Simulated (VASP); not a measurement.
```
CELL_PARAMETERS angstrom
      4.26247     0.00000     0.00000
      0.00000     4.26247     0.00000
      0.00000     0.00000     4.26247
ATOMIC_POSITIONS crystal
  Fe 0.85935 0.64065 0.35935
  Fe 0.35935 0.85935 0.64065
  Fe 0.14065 0.14065 0.14065
  Fe 0.64065 0.35935 0.85935
  Si 0.15737 0.34263 0.65737
  Si 0.65737 0.15737 0.34263
  Si 0.84263 0.84263 0.84263
  Si 0.34263 0.65737 0.15737
```

Level of theory: PBEsol GGA, VASP's PBE PAW potentials (set 64) (plane waves; VASP). Numerical set-up: 500 eV cut-off, 5×5×5 Γ-centred mesh, Gaussian smearing of 0.050 eV, potentials Fe Si.

Energy and stress use the plane-wave basis of the starting cell.

Task: The ions, cell shape and volume at an external pressure of 45.0 GPa are relaxed. What does this cell relax into?

Result: 
```
CELL_PARAMETERS angstrom
      4.20970     0.00000     0.00000
      0.00000     4.20970     0.00000
      0.00000     0.00000     4.20970
ATOMIC_POSITIONS crystal
  Fe 0.85840 0.64160 0.35840
  Fe 0.35840 0.85840 0.64160
  Fe 0.14160 0.14160 0.14160
  Fe 0.64160 0.35840 0.85840
  Si 0.15693 0.34307 0.65693
  Si 0.65693 0.15693 0.34307
  Si 0.84307 0.84307 0.84307
  Si 0.34307 0.65693 0.15693
```
Space group P2_13 (198), at a tolerance of 0.03 Å.

Task: How do energy and volume change from the first to the last step?

Result: The energy (σ→0) changes by +83.1 meV/atom and the volume by -3.7 %, in 7 ionic steps.

The compound is FeSi in the B20 structure. This run relaxes it under an external pressure of 45 GPa. Symmetry was kept, so distortions that lower it aren't found. The run is not spin-polarised, so no magnetic state was tried.
